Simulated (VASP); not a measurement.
Output of a VASP run:

File OSZICAR:
```
       N       E                     dE             d eps       ncg     rms          rms(c)
DAV:   1     0.127473898326E+03    0.12747E+03   -0.11821E+04  1728   0.197E+03
DAV:   2    -0.124256218282E+00   -0.12760E+03   -0.12351E+03  1799   0.346E+02
DAV:   3    -0.409433133498E+01   -0.39701E+01   -0.39578E+01  1995   0.692E+01
DAV:   4    -0.411962991926E+01   -0.25299E-01   -0.25297E-01  1960   0.489E+00
DAV:   5    -0.411991289736E+01   -0.28298E-03   -0.28298E-03  2051   0.527E-01    0.842E+00
DAV:   6    -0.377006005195E+01    0.34985E+00   -0.11892E+00  1729   0.129E+01    0.543E+00
DAV:   7    -0.374832376023E+01    0.21736E-01   -0.35545E-02  2152   0.438E+00    0.282E+00
DAV:   8    -0.374217398699E+01    0.61498E-02   -0.97723E-03  1869   0.118E+00    0.145E-01
DAV:   9    -0.374219924907E+01   -0.25262E-04   -0.29462E-04  2054   0.251E-01    0.738E-02
DAV:  10    -0.374222274225E+01   -0.23493E-04   -0.42841E-05  2062   0.109E-01    0.176E-02
DAV:  11    -0.374222341808E+01   -0.67583E-06   -0.79596E-06  1918   0.633E-02
   1 F= -.37422234E+01 E0= -.37420405E+01  d E =-.374222E+01
       N       E                     dE             d eps       ncg     rms          rms(c)
DAV:   1    -0.737481853660E+01   -0.36326E+01   -0.57877E+01  1680   0.150E+02    0.140E+01
DAV:   2    -0.409948752201E+01    0.32753E+01   -0.93798E+00  1841   0.466E+01    0.546E+00
DAV:   3    -0.384987095380E+01    0.24962E+00   -0.52265E-01  1942   0.102E+01    0.392E+00
DAV:   4    -0.377701988208E+01    0.72851E-01   -0.83630E-02  2249   0.448E+00    0.572E-01
DAV:   5    -0.377081832613E+01    0.62016E-02   -0.14609E-02  1766   0.131E+00    0.835E-02
DAV:   6    -0.377089842765E+01   -0.80102E-04   -0.13349E-03  1772   0.350E-01    0.559E-02
DAV:   7    -0.377088474498E+01    0.13683E-04   -0.18171E-04  2079   0.174E-01    0.853E-03
DAV:   8    -0.377088607491E+01   -0.13299E-05   -0.10113E-05  1890   0.516E-02    0.386E-03
DAV:   9    -0.377088578383E+01    0.29108E-06   -0.15766E-07   854   0.772E-03
   2 F= -.37708858E+01 E0= -.37703944E+01  d E =-.286624E-01
       N       E                     dE             d eps       ncg     rms          rms(c)
DAV:   1    -0.447837084356E+01   -0.70748E+00   -0.98602E+00  1708   0.526E+01    0.554E+00
DAV:   2    -0.383492993185E+01    0.64344E+00   -0.23898E+00  1904   0.370E+01    0.167E+00
DAV:   3    -0.380588954364E+01    0.29040E-01   -0.96094E-02  1694   0.413E+00    0.114E+00
DAV:   4    -0.379677701700E+01    0.91125E-02   -0.45197E-03  2435   0.220E+00    0.558E-01
DAV:   5    -0.379312273522E+01    0.36543E-02   -0.26501E-03  2230   0.959E-01    0.556E-02
DAV:   6    -0.379313221595E+01   -0.94807E-05   -0.39890E-04  1778   0.267E-01    0.208E-02
DAV:   7    -0.379313663840E+01   -0.44225E-05   -0.10668E-05  2208   0.109E-01    0.504E-03
DAV:   8    -0.379313650773E+01    0.13068E-06   -0.36263E-06  1403   0.275E-02
   3 F= -.37931365E+01 E0= -.37929088E+01  d E =-.509131E-01
```

OUTCAR:
```
------------------------ aborting loop because EDIFF is reached ----------------------------------------
  FORCE on cell =-STRESS in cart. coord.  units (eV):
  Direction    XX          YY          ZZ          XY          YZ          ZX
  --------------------------------------------------------------------------------------
  Total       -0.0078190     -0.0078190     -0.0078190      0.0000000     -0.0000000      0.0000000
  in kB       -0.3750623     -0.3750623     -0.3750623      0.0000000     -0.0000000      0.0000000
  external PRESSURE =      -0.3750623 kB  Pullay stress =       0.0000000 kB
  volume of cell :       33.40
      direct lattice vectors                 reciprocal lattice vectors
     3.220466229  0.000000000  0.000000000     0.310514046  0.000000000  0.000000000
    -0.000000000  3.220466229  0.000000000    -0.000000000  0.310514046  0.000000000
    -0.000000000 -0.000000000  3.220466229    -0.000000000 -0.000000000  0.310514046
 POSITION                                       TOTAL-FORCE (eV/Angst)
 -----------------------------------------------------------------------------------
      1.61023      1.61023      1.61023        -0.000000     -0.000000      0.000000
      0.00000      0.00000      0.00000         0.000000      0.000000      0.000000
 -----------------------------------------------------------------------------------
    total drift:                                0.000000      0.000000     -0.000000
  FREE ENERGIE OF THE ION-ELECTRON SYSTEM (eV)
  ---------------------------------------------------
  free  energy   TOTEN  =        -3.7931365077 eV

  energy  without entropy=       -3.7924534314  energy(sigma->0) =       -3.79290882

 reached required accuracy - stopping structural energy minimisation
```
(Selected blocks of OUTCAR.)

**POSCAR**
```
AuZn
1
    3.1500000000     0.0000000000     0.0000000000
    0.0000000000     3.1500000000     0.0000000000
    0.0000000000     0.0000000000     3.1500000000
Zn Au
1 1
Direct
  0.5000000000   0.5000000000   0.5000000000
  0.0000000000   0.0000000000   0.0000000000
```

Problem. Write an INCAR and KPOINTS that could have produced this output.

Solution. Several could match; the one computed here: the input of the run itself, RPBE GGA, plane waves, VASP's PBE PAW potentials (set 64).

### INCAR
```
ALGO=Normal
EDIFF=1E-6
EDIFFG=-0.01
ENCUT=520
GGA=RP
IBRION=2
ISIF=3
ISMEAR=1
LASPH=.TRUE.
LCHARG=.FALSE.
LMAXMIX=6
LREAL=.FALSE.
LWAVE=.FALSE.
NELM=100
NSW=60
PREC=Accurate
SIGMA=0.1
SYSTEM=AuZn
```

**KPOINTS**
```
K-points
0
Gamma
10 10 10
0 0 0
```

POTCAR, in this order: Zn Au (PBE.64 set). Program: vasp_std.

Energy and stress use the plane-wave basis of the starting cell.

The compound is AuZn in the CsCl type structure. This run relaxes it. Symmetry was kept, so distortions that lower it aren't found. The electron count is odd and the run is not spin-polarised, which forces a metal.
